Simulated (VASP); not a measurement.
```
MoGe2
1.0
   -1.63792     1.63792     4.06684
    1.63792    -1.63792     4.06684
    1.63792     1.63792    -4.06684
Ge Mo
2 1
Cartesian
  0.00000   0.00000   5.38510
  0.00000   0.00000   2.74858
  0.00000   0.00000   0.00000
```

These are LDA (Ceperley-Alder, Perdew-Zunger) with spin-orbit coupling, VASP's LDA PAW potentials (set 64) (plane waves; VASP) values and carry that method's errors. Run with 400 eV cut-off, 12×12×12 Γ-centred mesh, Gaussian smearing of 0.050 eV, potentials Ge_d Mo_sv.

Task: Give the energies of bands 35 to 48 at the high-symmetry points, in eV from the Fermi level.

Result: 
| band | Γ | X | P | N | M | S | R |
|---|---|---|---|---|---|---|---|
| 35 | -2.76 | -5.33 | -5.82 | -4.43 | -1.58 | -2.51 | -4.16 |
| 36 | -2.76 | -5.33 | -5.82 | -4.43 | -1.58 | -2.51 | -4.16 |
| 37 | -2.46 | -4.06 | -2.71 | -2.34 | -0.57 | -2.30 | -4.07 |
| 38 | -2.46 | -4.06 | -2.71 | -2.34 | -0.57 | -2.30 | -4.07 |
| 39 | -2.32 | -2.81 | -1.90 | -2.25 | -0.49 | -2.20 | -2.69 |
| 40 | -2.32 | -2.81 | -1.90 | -2.25 | -0.49 | -2.20 | -2.69 |
| 41 | 0.47 | -0.98 | -1.87 | -0.12 | -0.48 | -0.06 | -1.56 |
| 42 | 0.47 | -0.98 | -1.87 | -0.12 | -0.48 | -0.06 | -1.56 |
| 43 | 2.92 | 1.96 | -0.17 | 1.91 | -0.23 | 1.41 | 1.63 |
| 44 | 2.92 | 1.96 | -0.17 | 1.91 | -0.23 | 1.41 | 1.63 |
| 45 | 3.69 | 2.17 | 1.97 | 2.96 | 0.50 | 3.57 | 1.92 |
| 46 | 3.69 | 2.17 | 1.97 | 2.96 | 0.50 | 3.57 | 1.92 |
| 47 | 3.71 | 3.15 | 4.09 | 3.56 | 3.19 | 3.80 | 2.05 |
| 48 | 3.71 | 3.15 | 4.09 | 3.56 | 3.19 | 3.80 | 2.05 |

It has no gap at this level: it comes out as a metal or semimetal.

The structure comes from a computed database's Ge2Mo entry (I4/mmm); how it stands against other phases isn't given here. It was relaxed first.
